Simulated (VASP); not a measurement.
These are LDA (Ceperley-Alder, Perdew-Zunger), VASP's LDA PAW potentials (set 64) (plane waves; VASP) values and carry that method's errors.

A VASP calculation is set up with these files.

**INCAR**
```
ALGO  =  Normal
EDIFF  =  1E-6
EDIFFG  =  -0.02
ENCUT  =  500
IBRION  =  2
ISIF  =  3
ISMEAR  =  1
LASPH  =  .True.
LCHARG  =  .False.
LMAXMIX  =  6
LREAL  =  .False.
LWAVE  =  .False.
NELM  =  100
NSW  =  40
PREC  =  Accurate
PSTRESS  =  450
SIGMA  =  0.1
SYSTEM  =  Pt
```

KPOINTS:
```
Automatic mesh
0
Gamma
16 16 16
0 0 0
```

POSCAR:
```
Pt
1.0
  0.0000000000   1.8976700991   1.8976700991
  1.8976700991   0.0000000000   1.8976700991
  1.8976700991   1.8976700991   0.0000000000
Pt
1
Cartesian
  0.0000000000   0.0000000000   0.0000000000
```

POTCAR, in this order: Pt (LDA.64 set). Program: vasp_std.

The run wrote:

**OSZICAR**
```
       N       E                     dE             d eps       ncg     rms          rms(c)
DAV:   1     0.344875692451E+02    0.34488E+02   -0.55131E+03  2770   0.101E+03
DAV:   2    -0.746263674213E+01   -0.41950E+02   -0.40482E+02  2736   0.189E+02
DAV:   3    -0.782495809363E+01   -0.36232E+00   -0.35784E+00  3079   0.181E+01
DAV:   4    -0.782593233161E+01   -0.97424E-03   -0.97409E-03  2985   0.986E-01
DAV:   5    -0.782593827610E+01   -0.59445E-05   -0.59433E-05  2984   0.680E-02    0.177E+01
DAV:   6    -0.747062723846E+01    0.35531E+00   -0.77353E-01  2653   0.822E+00    0.926E+00
DAV:   7    -0.741164215631E+01    0.58985E-01   -0.19405E-01  2760   0.394E+00    0.264E+00
DAV:   8    -0.740635116769E+01    0.52910E-02   -0.89828E-03  2794   0.103E+00    0.501E-01
DAV:   9    -0.740623628770E+01    0.11488E-03   -0.77693E-05  2744   0.102E-01    0.349E-02
DAV:  10    -0.740623864315E+01   -0.23555E-05   -0.24532E-06  2980   0.126E-02    0.308E-03
DAV:  11    -0.740623865410E+01   -0.10951E-07   -0.41583E-08  1447   0.227E-03
   1 F= -.35674512E+01 E0= -.35673113E+01  d E =-.356745E+01
       N       E                     dE             d eps       ncg     rms          rms(c)
DAV:   1    -0.852252160397E+01   -0.11163E+01   -0.64059E+01  2673   0.902E+01    0.245E+01
DAV:   2    -0.639266163531E+01    0.21299E+01   -0.40666E+00  2664   0.205E+01    0.668E+00
DAV:   3    -0.608518024329E+01    0.30748E+00   -0.11394E+00  2761   0.102E+01    0.131E+00
DAV:   4    -0.608894360747E+01   -0.37634E-02   -0.12412E-02  3543   0.100E+00    0.786E-01
DAV:   5    -0.609303211051E+01   -0.40885E-02   -0.90285E-03  3114   0.629E-01    0.400E-02
DAV:   6    -0.609317791682E+01   -0.14581E-03   -0.13538E-04  3425   0.101E-01    0.226E-02
DAV:   7    -0.609320395611E+01   -0.26039E-04   -0.11591E-05  3327   0.223E-02    0.161E-03
DAV:   8    -0.609320404369E+01   -0.87573E-07   -0.20188E-07  1540   0.481E-03
   2 F= -.29255767E+01 E0= -.29255829E+01  d E =0.641874E+00
       N       E                     dE             d eps       ncg     rms          rms(c)
DAV:   1    -0.916238636945E+01   -0.30692E+01   -0.47988E+01  2659   0.776E+01    0.114E+01
DAV:   2    -0.744716973869E+01    0.17152E+01   -0.48125E+00  2624   0.200E+01    0.876E+00
DAV:   3    -0.731701932479E+01    0.13015E+00   -0.51628E-01  2789   0.632E+00    0.418E+00
DAV:   4    -0.731842298441E+01   -0.14037E-02   -0.17218E-02  3240   0.833E-01    0.109E+00
DAV:   5    -0.731930245069E+01   -0.87947E-03   -0.12349E-03  3166   0.295E-01    0.176E-01
DAV:   6    -0.731941292547E+01   -0.11047E-03   -0.32616E-05  3336   0.423E-02    0.462E-02
DAV:   7    -0.731942125021E+01   -0.83247E-05   -0.33377E-06  3145   0.139E-02    0.722E-04
DAV:   8    -0.731942129113E+01   -0.40927E-07   -0.22938E-08  1323   0.151E-03
   3 F= -.35872250E+01 E0= -.35871136E+01  d E =-.197738E-01
       N       E                     dE             d eps       ncg     rms          rms(c)
DAV:   1    -0.731281898900E+01    0.66023E-02   -0.65426E-03  2659   0.898E-01    0.153E-01
DAV:   2    -0.731258114027E+01    0.23785E-03   -0.60893E-04  2628   0.232E-01    0.640E-02
DAV:   3    -0.731256015197E+01    0.20988E-04   -0.96490E-05  2752   0.868E-02    0.250E-02
DAV:   4    -0.731256081392E+01   -0.66195E-06   -0.31782E-06  3086   0.143E-02
   4 F= -.35873424E+01 E0= -.35872329E+01  d E =-.198913E-01
       N       E                     dE             d eps       ncg     rms          rms(c)
DAV:   1    -0.731034438672E+01    0.22158E-02   -0.67441E-04  2670   0.289E-01    0.495E-02
DAV:   2    -0.731031980610E+01    0.24581E-04   -0.63299E-05  2629   0.746E-02    0.208E-02
DAV:   3    -0.731031772535E+01    0.20808E-05   -0.99818E-06  2561   0.279E-02    0.811E-03
DAV:   4    -0.731031782552E+01   -0.10017E-06   -0.31121E-07  1328   0.460E-03
   5 F= -.35873477E+01 E0= -.35872387E+01  d E =-.198965E-01
```

File OUTCAR:
```
------------------------ aborting loop because EDIFF is reached ----------------------------------------
  FORCE on cell =-STRESS in cart. coord.  units (eV):
  Direction    XX          YY          ZZ          XY          YZ          ZX
  --------------------------------------------------------------------------------------
  Total        3.7268191      3.7268191      3.7268191     -0.0000000     -0.0000000      0.0000000
  in kB      450.4652342    450.4652342    450.4652342     -0.0000000     -0.0000000      0.0000000
  external PRESSURE =       0.4652342 kB  Pullay stress =     450.0000000 kB
  volume of cell :       13.26
      direct lattice vectors                 reciprocal lattice vectors
     0.000000000  1.878390465  1.878390465    -0.266185338  0.266185338  0.266185338
     1.878390465  0.000000000  1.878390465     0.266185338 -0.266185338  0.266185338
     1.878390465  1.878390465 -0.000000000     0.266185338  0.266185338 -0.266185338
 POSITION                                       TOTAL-FORCE (eV/Angst)
 -----------------------------------------------------------------------------------
      0.00000      0.00000      0.00000         0.000000      0.000000     -0.000000
 -----------------------------------------------------------------------------------
    total drift:                                0.000000      0.000000      0.000000
  FREE ENERGIE OF THE ION-ELECTRON SYSTEM (eV)
  ---------------------------------------------------
  free  energy   TOTEN  =        -7.3103178255 eV

  energy  without entropy=       -7.3099909194  energy(sigma->0) =       -7.31020886
  enthalpy is  TOTEN    =        -3.5873476918 eV   P V=        3.7229701338

 reached required accuracy - stopping structural energy minimisation
```
(Selected blocks of OUTCAR.)

CONTCAR:
```
Pt
   1.00000000000000
     0.0000000000000000    1.8783904651883934    1.8783904651883934
     1.8783904651883934    0.0000000000000000    1.8783904651883934
     1.8783904651883934    1.8783904651883934   -0.0000000000000000
  Pt
     1
Direct
     0.0000000000000000    0.0000000000000000    0.0000000000000000
```

Energy and stress use the plane-wave basis of the starting cell.

The compound is Pt in the fcc structure. This run relaxes it under an external pressure of 45 GPa. Symmetry was kept, so distortions that lower it aren't found.
